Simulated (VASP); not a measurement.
Computed with LDA (Ceperley-Alder, Perdew-Zunger), VASP's LDA PAW potentials (set 64) (plane waves; VASP).

VASP input:

INCAR:
```
SYSTEM = LiF
PREC = Accurate; ENCUT = 520; LREAL = .False.
LASPH = .True.
EDIFF = 1E-6; NELM = 100; ALGO = Normal
ISMEAR = 0; SIGMA = 0.05
IBRION = 2; NSW = 60; ISIF = 3
EDIFFG = -0.01
LWAVE = .False.; LCHARG = .False.
```

File KPOINTS:
```
Automatic mesh
0
Gamma
10 10 10
0 0 0
```

**POSCAR**
```
LiF
1.0
  0.0000000000   2.0150000000   2.0150000000
  2.0150000000   0.0000000000   2.0150000000
  2.0150000000   2.0150000000   0.0000000000
Li F
1 1
Cartesian
  0.0000000000   0.0000000000   0.0000000000
  2.0150000000   2.0150000000   2.0150000000
```

POTCAR, in this order: Li_sv F (LDA.64 set). Program: vasp_std.

The run wrote:

**OUTCAR**
```
 ion  position               nearest neighbor table
   1  0.000  0.000  0.000-   2 2.02   2 2.02   2 2.02   2 2.02   2 2.02   2 2.02
   2  0.500  0.500  0.500-   1 2.02   1 2.02   1 2.02   1 2.02   1 2.02   1 2.02
  LATTYP: Found a face centered cubic cell.
 ALAT       =     4.0300000000
 Subroutine PRICEL returns:
 Original cell was already a primitive cell.
 Subroutine GETGRP returns: Found 48 space group operations
The static configuration has the point symmetry O_h .
The dynamic configuration has the point symmetry O_h .
 Subroutine INISYM returns: Found 48 space group operations
 Subroutine IBZKPT returns following result:
 Found     47 irreducible k-points:

 Following reciprocal coordinates:
            Coordinates               Weight
  0.000000  0.000000  0.000000      1.000000
  0.100000  0.000000  0.000000      8.000000
  0.200000  0.000000  0.000000      8.000000
  0.300000  0.000000  0.000000      8.000000
  0.400000  0.000000  0.000000      8.000000
  0.500000  0.000000  0.000000      4.000000
  0.100000  0.100000  0.000000      6.000000
  0.200000  0.100000  0.000000     24.000000
  0.300000  0.100000  0.000000     24.000000
  0.400000  0.100000  0.000000     24.000000
  0.500000  0.100000  0.000000     24.000000
 -0.400000  0.100000  0.000000     24.000000
 -0.300000  0.100000  0.000000     24.000000
 -0.200000  0.100000  0.000000     24.000000
 -0.100000  0.100000  0.000000     12.000000
  0.200000  0.200000  0.000000      6.000000
  0.300000  0.200000  0.000000     24.000000
  0.400000  0.200000  0.000000     24.000000
  0.500000  0.200000  0.000000     24.000000
 -0.400000  0.200000  0.000000     24.000000
 -0.300000  0.200000  0.000000     24.000000
 -0.200000  0.200000  0.000000     12.000000
  0.300000  0.300000  0.000000      6.000000
  0.400000  0.300000  0.000000     24.000000
  0.500000  0.300000  0.000000     24.000000
 -0.400000  0.300000  0.000000     24.000000
 -0.300000  0.300000  0.000000     12.000000
  0.400000  0.400000  0.000000      6.000000
  0.500000  0.400000  0.000000     24.000000
 -0.400000  0.400000  0.000000     12.000000
  0.500000  0.500000  0.000000      3.000000
  0.300000  0.200000  0.100000     24.000000
  0.400000  0.200000  0.100000     48.000000
  0.500000  0.200000  0.100000     48.000000
 -0.400000  0.200000  0.100000     24.000000
  0.400000  0.300000  0.100000     24.000000
  0.500000  0.300000  0.100000     48.000000
 -0.400000  0.300000  0.100000     48.000000
 -0.300000  0.300000  0.100000     48.000000
 -0.200000  0.300000  0.100000     24.000000
   k-points           NKPTS =     47   k-points in BZ     NKDIM =     47   number of bands    NBANDS=      9
   number of dos      NEDOS =    301   number of ions     NIONS =      2
   total plane-waves  NPLWV =  13824
   dimension x,y,z NGX =    24 NGY =   24 NGZ =   24
   dimension x,y,z NGXF=    48 NGYF=   48 NGZF=   48
   ions per type =               1   1
   PREC   = accura    normal or accurate (medium, high low for compatibility)
   ISTART =      0    job   : 0-new  1-cont  2-samecut
   ICHARG =      2    charge: 1-file 2-atom 10-const
   ISPIN  =      1    spin polarized calculation?
   LNONCOLLINEAR =      F non collinear calculations
   LSORBIT =      F    spin-orbit coupling
   INIWAV =      1    electr: 0-lowe 1-rand  2-diag
   ENCUT  =  520.0 eV  38.22 Ry    6.18 a.u.   5.30  5.30  5.30*2*pi/ulx,y,z
   NELM   =    100;   NELMIN=  2; NELMDL= -5     # of ELM steps
   EDIFF  = 0.1E-05   stopping-criterion for ELM
   LREAL  =      F    real-space projection
   NLSPLINE    = F    spline interpolate recip. space projectors
   LMAXMIX     =    2 max onsite mixed and CHGCAR
...
```

**OSZICAR**
```
       N       E                     dE             d eps       ncg     rms          rms(c)
DAV:   1     0.293655467288E+02    0.29366E+02   -0.55942E+03   871   0.111E+03
DAV:   2    -0.999709914416E+01   -0.39363E+02   -0.38945E+02   915   0.205E+02
DAV:   3    -0.109525076969E+02   -0.95541E+00   -0.95349E+00  1111   0.303E+01
DAV:   4    -0.109643250032E+02   -0.11817E-01   -0.11809E-01  1079   0.343E+00
DAV:   5    -0.109644399410E+02   -0.11494E-03   -0.11494E-03  1153   0.217E-01    0.423E+00
DAV:   6    -0.104880052364E+02    0.47643E+00   -0.25775E+00   877   0.122E+01    0.137E+00
DAV:   7    -0.104764632847E+02    0.11542E-01   -0.16761E-02  1150   0.145E+00    0.787E-01
DAV:   8    -0.104708280086E+02    0.56353E-02   -0.96959E-03  1287   0.131E+00    0.846E-02
DAV:   9    -0.104708319706E+02   -0.39620E-05   -0.52293E-04   918   0.262E-01    0.348E-02
DAV:  10    -0.104708446017E+02   -0.12631E-04   -0.40952E-05   987   0.596E-02    0.398E-03
DAV:  11    -0.104708443877E+02    0.21397E-06   -0.81095E-07   880   0.113E-02
   1 F= -.10470844E+02 E0= -.10470844E+02  d E =-.104708E+02
       N       E                     dE             d eps       ncg     rms          rms(c)
DAV:   1    -0.107330076066E+02   -0.26216E+00   -0.46385E+00   847   0.225E+01    0.399E+00
DAV:   2    -0.105052307832E+02    0.22778E+00   -0.13749E+00   866   0.975E+00    0.748E-01
DAV:   3    -0.104996399914E+02    0.55908E-02   -0.10623E-02  1136   0.121E+00    0.439E-01
DAV:   4    -0.104969059526E+02    0.27340E-02   -0.29438E-03  1251   0.530E-01    0.314E-02
DAV:   5    -0.104969070779E+02   -0.11252E-05   -0.13545E-04   892   0.126E-01    0.102E-02
DAV:   6    -0.104969111080E+02   -0.40302E-05   -0.89005E-06  1018   0.291E-02    0.282E-03
DAV:   7    -0.104969110434E+02    0.64594E-07   -0.14648E-07   504   0.450E-03
   2 F= -.10496911E+02 E0= -.10496911E+02  d E =-.260667E-01
       N       E                     dE             d eps       ncg     rms          rms(c)
DAV:   1    -0.106370923833E+02   -0.14018E+00   -0.26302E+00   848   0.171E+01    0.299E+00
DAV:   2    -0.105087970092E+02    0.12830E+00   -0.74498E-01   870   0.725E+00    0.567E-01
DAV:   3    -0.105057088677E+02    0.30881E-02   -0.51707E-03  1136   0.875E-01    0.327E-01
DAV:   4    -0.105041705103E+02    0.15384E-02   -0.16209E-03  1240   0.394E-01    0.221E-02
DAV:   5    -0.105041727952E+02   -0.22849E-05   -0.74054E-05   876   0.945E-02    0.767E-03
DAV:   6    -0.105041751415E+02   -0.23464E-05   -0.49509E-06  1015   0.222E-02    0.222E-03
DAV:   7    -0.105041751011E+02    0.40407E-07   -0.80057E-08   453   0.338E-03
   3 F= -.10504175E+02 E0= -.10504175E+02  d E =-.333307E-01
       N       E                     dE             d eps       ncg     rms          rms(c)
DAV:   1    -0.105068812671E+02   -0.27061E-02   -0.51556E-02   848   0.238E+00    0.417E-01
DAV:   2    -0.105043741802E+02    0.25071E-02   -0.14260E-02   871   0.101E+00    0.787E-02
DAV:   3    -0.105043142332E+02    0.59947E-04   -0.90771E-05  1169   0.118E-01    0.447E-02
DAV:   4    -0.105042843762E+02    0.29857E-04   -0.30771E-05  1242   0.542E-02    0.291E-03
DAV:   5    -0.105042844379E+02   -0.61728E-07   -0.13324E-06   715   0.128E-02
   4 F= -.10504284E+02 E0= -.10504284E+02  d E =-.334401E-01
```

### OUTCAR
```
------------------------ aborting loop because EDIFF is reached ----------------------------------------
  FORCE on cell =-STRESS in cart. coord.  units (eV):
  Direction    XX          YY          ZZ          XY          YZ          ZX
  --------------------------------------------------------------------------------------
  Total       -0.0000190     -0.0000190     -0.0000190      0.0000000      0.0000000      0.0000000
  in kB       -0.0020450     -0.0020450     -0.0020450      0.0000000      0.0000000      0.0000000
  external PRESSURE =      -0.0020450 kB  Pullay stress =       0.0000000 kB
  volume of cell :       14.89
      direct lattice vectors                 reciprocal lattice vectors
     0.000000000  1.952720781  1.952720781    -0.256052993  0.256052993  0.256052993
     1.952720781  0.000000000  1.952720781     0.256052993 -0.256052993  0.256052993
     1.952720781  1.952720781 -0.000000000     0.256052993  0.256052993 -0.256052993
  FREE ENERGIE OF THE ION-ELECTRON SYSTEM (eV)
  ---------------------------------------------------
  free  energy   TOTEN  =       -10.5042844379 eV

  energy  without entropy=      -10.5042844379  energy(sigma->0) =      -10.50428444

 reached required accuracy - stopping structural energy minimisation
```
(Selected blocks of OUTCAR.)

**CONTCAR**
```
LiF
   1.00000000000000
     0.0000000000000000    1.9527207814162475    1.9527207814162475
     1.9527207814162475    0.0000000000000000    1.9527207814162475
     1.9527207814162475    1.9527207814162475   -0.0000000000000000
  Li              F
     1     1
Direct
     0.0000000000000000    0.0000000000000000    1.0000000000000000
     0.5000000000000000    0.5000000000000000    0.5000000000000000
```

Energy and stress use the plane-wave basis of the starting cell.

The compound is LiF in the rock salt structure. This run relaxes it. Symmetry was kept, so distortions that lower it aren't found.
